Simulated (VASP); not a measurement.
Calculation: optB86b-vdW, VASP's PBE PAW potentials (set 64) (plane waves; VASP). For the first row: Numerical set-up: 520 eV cut-off, 10×10×10 Γ-centred mesh, first-order Methfessel-Paxton smearing of 0.10 eV, potentials Si Ni.

```csv
system,energy (eV/atom)
NiSi2 (fluorite),-4.1723
Si (diamond),-4.3048
Ni (fcc),-2.8953
```

The references are the elements' solids at the same level; no temperature or zero-point terms are added.

**Question.** What is the formation energy per atom of NiSi$_{2}$?

**Answer.** The references average (2×(-4.3048) + 1×(-2.8953))/3 = -3.8350 eV, so the formation energy is -4.1723 − (-3.8350) = -0.337 eV/atom.
